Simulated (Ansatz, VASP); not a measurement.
**Cross-check of GaAs between VASP and Ansatz**

Wanted: the spread between two codes on one cell, functional and k mesh. The cell is taken from a series of runs on this material, whose earlier steps may have relaxed, scaled, displaced or heated it; both programs get it as it stands.

Main program and level: Ansatz 0.2.0; plane waves, with VASP 6.6.1 beside it; single point at PBE.

### Step 1. The structure

Symmetry: F-43m, No. 216, cubic system. The conventional cell has a = 5.859 Å, b = 5.859 Å, c = 5.859 Å, α = 90.00°, β = 90.00°, γ = 90.00°. Nearest to Ga lie 4 As at 2.54 Å. As has 4 Ga at 2.54 Å nearest. Farther neighbours are not listed.

### Step 2. Ansatz: single point, PBE

Ansatz runs on its PAW soft_1 files.

A single point gives forces, pressure and levels at one fixed geometry, so differences don't come from the geometry; what else differs is listed under the comparison.

Contents of input.yaml:

```yaml
crystal:
  lattice:
    - [0.0, 2.9292938259, 2.9292938259]
    - [2.9292938259, 0.0, 2.9292938259]
    - [2.9292938259, 2.9292938259, 0.0]
  atoms:
    - { symbol: Ga, position: [0.0, 0.0, 0.0] }
    - { symbol: As, position: [0.75, 0.75, 0.75] }
kpoints:
  mp_grid: { grid: [12, 12, 12] }
hamiltonian:
  xc: pbe
  pseudopotentials: { kind: paw, azcp: { folder: soft_1 } }
scf:
  occupations: { method: gaussian, width: 0.02 }
output:
  forces: true
  stress: true
  eigenvalues: true
```

Run with:

```
> ansatz run input.yaml --threads 4 --pin off --max-ram 10240MiB --backend cpu --events-out ev --progress --plain --runs-dir out
```

Numbers of over 12 decimals in the logs are rounded to 6 here.

The program printed:

```text
Engine: ansatz 0.2.0, aarch64-unknown-linux-gnu
Pseudopotentials: kind: paw
Pseudopotential: Ga, paw, valence charge 13, recommended cutoff 420 eV (normal), soft_1/Ga.paw.azcp
Pseudopotential: As, paw, valence charge 15, recommended cutoff 420 eV (normal), soft_1/As.paw.azcp
Functional definition: PBE
  parameter kappa = 0.804
  parameter beta = 0.066725
  exchange = pbe_x(kappa = kappa, mu = beta*pi^2/3)
  correlation = pbe_c(beta = beta)
Crystal: 2 atoms, lattice volume = 50.271 Å³
Basis set: ecut = 420 eV, 941 PW (Γ), exchange–correlation on 60×60×60 points (8 copies of the dense FFT grid, shifted against one another)
Bands: 18, of which v1, the nominal top of the filled ones, is band 14 counted from 1 (13 counted from 0)
Symmetry: 24 space group operations
Space group: F-43m (ITA 216), of the structure as read, at distance tolerance 3.7e-5 Å
k-points: 72 of 1728 (time reversal used)
Non-local potential: Ga, projectors of the file, l = 0: 2, l = 1: 2, l = 2: 3, l = 3: 1
Non-local potential: As, projectors of the file, l = 0: 2, l = 1: 2, l = 2: 3, l = 3: 1
PAW form: soft (Blöchl's): semilocal exchange-correlation on the pseudo side does not see the compensation charge
PAW one-centre angular grid: Ga, 590 points (default); XC on 64 Gauss nodes
PAW one-centre angular grid: As, 590 points (default); XC on 64 Gauss nodes
Initial density: superposition of atomic densities (chi_scale 0.1, normalization cell, long waves kept (reshape's long-wave potential 0.00 eV rms))
Initial wavefunctions: pseudopotential atomic-orbital guess
Functional: x = pbe(κ = 0.804, μ = 0.219515), c = pbe(β = 0.066725)
SCF iter   1: F=—  HF=-8639.922611 eV  |F-HF|=—  |Δ(HF+E_count)|=         —  Δρ=4.00e-2  dr2=4.37e-1  ethr=3.10e-3  ⟨swp⟩=6.0  Hψ=6052  notcnv=0
preconditioner: auto → none  [insulator: Δε(μ)=0.757 eV  Ē_g=15.254 eV  σ=0.020 eV  W_gap=0.67  n_scr=14 (ndim 8)  ℏωp=22.2 eV  f_vac=0.014  D(μ)=0.09/eV (n_scr^D=0)  ε∞_Penn≈3.1]
SCF iter   2: F=—  HF=-8639.858317 eV  |F-HF|=—  |Δ(HF+E_count)|=   6.43e-2  Δρ=1.70e-2  dr2=8.18e-2  ethr=1.56e-3  ⟨swp⟩=2.0  Hψ=2159  notcnv=0
SCF iter   3: F=—  HF=-8639.854767 eV  |F-HF|=—  |Δ(HF+E_count)|=   3.55e-3  Δρ=6.13e-3  dr2=1.38e-2  ethr=2.92e-4  ⟨swp⟩=2.0  Hψ=2232  notcnv=0
SCF iter   4: F=—  HF=-8639.844354 eV  |F-HF|=—  |Δ(HF+E_count)|=   1.04e-2  Δρ=8.05e-4  dr2=1.08e-4  ethr=4.94e-5  ⟨swp⟩=3.0  Hψ=2408  notcnv=0
SCF iter   5: F=—  HF=-8639.844437 eV  |F-HF|=—  |Δ(HF+E_count)|=   8.33e-5  Δρ=2.40e-4  dr2=2.20e-5  ethr=3.87e-7  ⟨swp⟩=2.1  Hψ=2296  notcnv=0
SCF iter   6: F=—  HF=-8639.844439 eV  |F-HF|=—  |Δ(HF+E_count)|=   1.90e-6  Δρ=6.44e-5  dr2=1.36e-6  ethr=7.84e-8  ⟨swp⟩=2.0  Hψ=2305  notcnv=0
SCF iter   7: F=-8639.844439 eV  HF=-8639.844439 eV  |F-HF|=2.99e-8  |Δ(HF+E_count)|=   6.53e-8  Δρ=1.28e-5  dr2=5.20e-8  ethr=3.57e-10  ⟨swp⟩=3.1  Hψ=5889  notcnv=0
SCF 1 converged in 7 iterations: F = -8639.844439 eV  dr2 = 5.20e-8
  greatest PAW one-centre occupation: 0.999 electrons in one spin orbital (limit 2), on the As atom at site 1 (counted from 0), in its partial waves of l = 2
SCF converged after 7 iterations
Free energy (F): -8639.844439 eV
Harris-Foulkes:  -8639.844439 eV  (|F-HF|=2.99e-8)
Internal energy: -8639.844421 eV  (E = F + TS)
E sigma→0 (E₀):  -8639.844430 eV
Entropy (-TS):   -0.000018 eV (-0.009 meV/atom)
Fermi energy:    6.583839 eV
--- Per-component energies (eV) ---
  E_band       = -351.881279
  E_kinetic    = 207.157594
  E_local      = -3811.985883  (includes V_loc(G=0)·N_el)
  E_nonlocal   = -486.757183
  E_hartree    = 2193.118616
  E_xc         = -132.621653
  E_vxc        = -128.216787  (∫ρ·V_xc dr)
  E_paw        = -4004.408330  (= ΣΔE_a)
  E_vpaw       = -518.315935  (= ΣTr[D̂ρ^β])
  E_aug_tail   = -0.000221  (compensation charges beyond the density's cutoff)
  E_ewald      = -2604.347360
  E_smearing   = -0.000018  (= −TS)
  E_closure    = 0.000000  (closes the sum)
  Σ components = -8639.844439   (vs F -8639.844439, Δ=0.00e0)
--- Forces (eV/Å), atoms counted from 1 ---
  atom   1  Ga     0.00000000    -0.00000000     0.00000000
  atom   2  As     0.00000000     0.00000000    -0.00000000
  max |Σ_I F_I| component: 1.68e-17 eV/Å
--- Stress (GPa, compression-positive) ---
       -3.062540       0.000000      -0.000000
        0.000000      -3.062540       0.000000
       -0.000000       0.000000      -3.062540
  P = ⅓ Tr σ = -3.0625 GPa (-30.625 kbar)
--- Band table (eV; the first three rows and the last of 72) ---
  k-point 0: bands = [... 10 lower, -5.4350, 6.3283, 6.5777, 6.5777, 6.5777, 10.2803, 10.2803, 10.2803]
  k-point 1: bands = [... 10 lower, -5.3654, 5.1857, 6.4828, 6.4828, 7.4294, 10.3763, 10.4261, 10.4261]
  k-point 2: bands = [... 10 lower, -5.1628, 3.8704, 6.2556, 6.2556, 7.7904, 10.7610, 10.7610, 10.9575]
  k-point 71: bands = [... 10 lower, -3.3418, 0.3821, 3.5211, 3.7094, 10.7009, 11.2384, 11.6500, 12.5738]
```

In the SCF lines HF is the Harris–Foulkes energy and dr2 the Hartree energy of the density residual, in eV; the loop may stop once dr2 is under the threshold and the program's other checks hold. Hψ counts applications of the Hamiltonian.

The run ends at a pressure of -3.06 GPa.

### Step 3. VASP: single point, PBE

The same cell, functional, mesh and smearing now go to VASP, with its own data sets.

Lines of VASP's logs that name or quote its potential files are left out, and so is its time.

Contents of INCAR:

```
SYSTEM = GaAs
PREC = Accurate
ENCUT = 500
EDIFF = 1E-06
NELM = 120
ISMEAR = 0
SIGMA = 0.02
LREAL = .FALSE.
ALGO = Normal
GGA = PE
NBANDS = 15
LORBIT = 11
LWAVE = .FALSE.
LCHARG = .FALSE.
ISIF = 2
LASPH = .TRUE.
GGA_COMPAT = .FALSE.
```

Contents of POSCAR:

```
GaAs
1.0
    0.0000000000      2.9292938259      2.9292938259
    2.9292938259      0.0000000000      2.9292938259
    2.9292938259      2.9292938259      0.0000000000
Ga As
1 1
Direct
    0.0000000000      0.0000000000      0.0000000000
    0.7500000000      0.7500000000      0.7500000000
```

Contents of KPOINTS:

```
Automatic mesh
0
Gamma
12 12 12
0 0 0
```

Potentials, in the order of the species: Ga_d and As (PBE family, release 64).

Run with:

```
> mpirun -np 1 vasp_std
```

The program printed:

```text
[banner, memory and clock lines left out]
running    1 mpi-ranks, on    1 nodes
 distrk:  each k-point on    1 cores,    1 groups
 distr:  one band on    1 cores,    1 groups

 POSCAR found type information on POSCAR GaAs
 POSCAR found :  2 types and       2 ions
 LDA part: xc-table for (Slater+PW92), standard interpolation
 POSCAR, INCAR and KPOINTS ok, starting setup
 FFT: planning ... GRIDC
 FFT: planning ... GRID_SOFT
 FFT: planning ... GRID
 WAVECAR not read
 entering main loop
       N       E                     dE             d eps       ncg     rms          rms(c)
DAV:   1     0.798874109139E+02    0.79887E+02   -0.88513E+03  2192   0.156E+03
DAV:   2    -0.206911059618E+01   -0.81957E+02   -0.78282E+02  2426   0.301E+02
DAV:   3    -0.828655216083E+01   -0.62174E+01   -0.61941E+01  2615   0.673E+01
DAV:   4    -0.838728634952E+01   -0.10073E+00   -0.10070E+00  2634   0.967E+00
DAV:   5    -0.838885264361E+01   -0.15663E-02   -0.15662E-02  2755   0.106E+00    0.260E+00
DAV:   6    -0.826207163867E+01    0.12678E+00   -0.22281E-01  3345   0.752E+00    0.154E+00
DAV:   7    -0.824852432655E+01    0.13547E-01   -0.52473E-02  2634   0.158E+00    0.546E-01
DAV:   8    -0.824950161241E+01   -0.97729E-03   -0.90306E-03  2699   0.110E+00    0.817E-02
DAV:   9    -0.824991090077E+01   -0.40929E-03   -0.93953E-04  2559   0.407E-01    0.546E-02
DAV:  10    -0.824997663233E+01   -0.65732E-04   -0.64689E-05  2759   0.696E-02    0.297E-02
DAV:  11    -0.825003435813E+01   -0.57726E-04   -0.88035E-05  2440   0.686E-02    0.468E-03
DAV:  12    -0.825003477651E+01   -0.41838E-06   -0.13132E-06  2338   0.143E-02
   1 F= -.82500348E+01 E0= -.82500258E+01  d E =-.178544E-04
```

From OUTCAR (step 3):

```text
ion  position               nearest neighbor table
   1  0.000  0.000  0.000-   2 2.54   2 2.54   2 2.54   2 2.54
   2  0.750  0.750  0.750-   1 2.54   1 2.54   1 2.54   1 2.54

  LATTYP: Found a face centered cubic cell.
 ALAT       =     5.8585876518

 Subroutine GETGRP returns: Found 24 space group operations
 (whereof 24 operations were pure point group operations)

The static configuration has the point symmetry T_d .

 Found     72 irreducible k-points:

   k-points           NKPTS =     72   k-points in BZ     NKDIM =     72   number of bands    NBANDS=     15

   dimension x,y,z NGX =    30 NGY =   30 NGZ =   30
   dimension x,y,z NGXF=    60 NGYF=   60 NGZF=   60

   ENCUT  =  500.0 eV  36.75 Ry    6.06 a.u.   7.55  7.55  7.55*2*pi/ulx,y,z

   NELECT =      18.0000    total number of electrons

 k-points in reciprocal lattice and weights: Automatic mesh
   0.00000000  0.00000000  0.00000000       0.001
   0.08333333  0.00000000  0.00000000       0.005
   0.16666667  0.00000000  0.00000000       0.005
   0.25000000  0.00000000  0.00000000       0.005
   0.33333333  0.00000000  0.00000000       0.005
   0.41666667  0.00000000  0.00000000       0.005
   0.50000000  0.00000000  0.00000000       0.002
   0.08333333  0.08333333  0.00000000       0.003
   0.16666667  0.08333333  0.00000000       0.014
[...]
-0.33333333  0.50000000  0.16666667       0.007
  -0.25000000  0.50000000  0.25000000       0.003

 average (electrostatic) potential at core
       1 -67.2207       2 -51.2067

 E-fermi :   2.9905

 k-point     1 :       0.0000    0.0000    0.0000
  band No.  band energies     occupation
    ...
      6      -9.0271      2.00000
      7       2.7334      2.00000
      8       2.9844      1.33334
      9       2.9844      1.33334
     10       2.9844      1.33332
     11       6.6782      0.00000
     12       6.6782      0.00000
     13       6.6782      0.00000
     14      10.2492      0.00000
     15      12.8443      0.00000

 k-point     2 :       0.0833    0.0000    0.0000
  band No.  band energies     occupation
    ...
      5     -11.6054      2.00000
      6      -8.9575      2.00000
      7       1.5908      2.00000
      8       2.8892      2.00000
      9       2.8892      2.00000
     10       3.8350      0.00000
     11       6.7755      0.00000
     12       6.8242      0.00000
     13       6.8242      0.00000
     14      10.6799      0.00000
    ...

 k-point     3 :       0.1667    0.0000    0.0000
  band No.  band energies     occupation
    ...
      5     -11.6054      2.00000
      6      -8.7548      2.00000
      7       0.2744      2.00000
      8       2.6616      2.00000
      9       2.6616      2.00000
     10       4.1942      0.00000
     11       7.1591      0.00000
     12       7.1591      0.00000
     13       7.3595      0.00000
     14      11.5476      0.00000
    ...

  Total       -0.9276122     -0.9276122     -0.9276122      0.0000000      0.0000000     -0.0000000
  in kB      -29.5636608    -29.5636608    -29.5636608      0.0000000      0.0000000     -0.0000000
  external PRESSURE =     -29.5636608 kB  Pullay stress =       0.0000000 kB

  energy-cutoff  :      500.00
  volume of cell :       50.27
      direct lattice vectors                 reciprocal lattice vectors
     0.000000000  2.929293826  2.929293826    -0.170689603  0.170689603  0.170689603
     2.929293826  0.000000000  2.929293826     0.170689603 -0.170689603  0.170689603
     2.929293826  2.929293826  0.000000000     0.170689603  0.170689603 -0.170689603

 POSITION                                       TOTAL-FORCE (eV/Angst)
 -----------------------------------------------------------------------------------
      0.00000      0.00000      0.00000        -0.000000     -0.000000     -0.000000
      4.39394      4.39394      4.39394         0.000000      0.000000      0.000000
 -----------------------------------------------------------------------------------
    total drift:                                0.000000      0.000000      0.000000

  FREE ENERGIE OF THE ION-ELECTRON SYSTEM (eV)
  ---------------------------------------------------
  free  energy   TOTEN  =        -8.2500347765 eV

  energy  without entropy=       -8.2500169221  energy(sigma->0) =       -8.25002585

 total charge
# of ion       s       p       d       tot
------------------------------------------
    1        0.887   0.701   9.977  11.565
    2        1.221   1.522   0.024   2.767
--------------------------------------------------
tot          2.108   2.223  10.001  14.332

[... 3 further parts left out ...]
```

The run ends at a pressure of -2.96 GPa.

### Step 4. Side by side

Known differences besides the potentials themselves: the data sets hold 28 valence electrons in Ansatz (on its PAW soft_1 files) and 18 in VASP; the cutoff is 420 eV in Ansatz and 500 eV in VASP. Total energies have different zeros and are not compared.

Compared:

```
      quantity  Ansatz   VASP  difference
pressure (GPa)   -3.06  -2.96       -0.11
```

### Step 5. Summary of results

```
difference in pressure (single point, PBE) : -0.11 GPa
```

The difference in pressure is -0.11 GPa (single point, PBE), within the 1 GPa picked in this series as the mark of a large difference. The data sets hold unlike numbers of valence electrons (28 in Ansatz and 18 in VASP), so part of the differences comes from the potentials. Such differences can come from data sets, numerical settings and the points named under the comparisons, not from the functional's error against experiment.

[Lines on the potential files, build, host, timing and source positions are cut from VASP's logs without a mark.]

[Logs are printed without paths, hosts, clocks, repeated set-up lines and the standing remarks that a program may print on its own settings, such as how far it seeks lower states.]

[Hosts, paths, dates, database ids (printed as entryN), source tags and the programs' standing remarks are cut or masked in the printed files.]
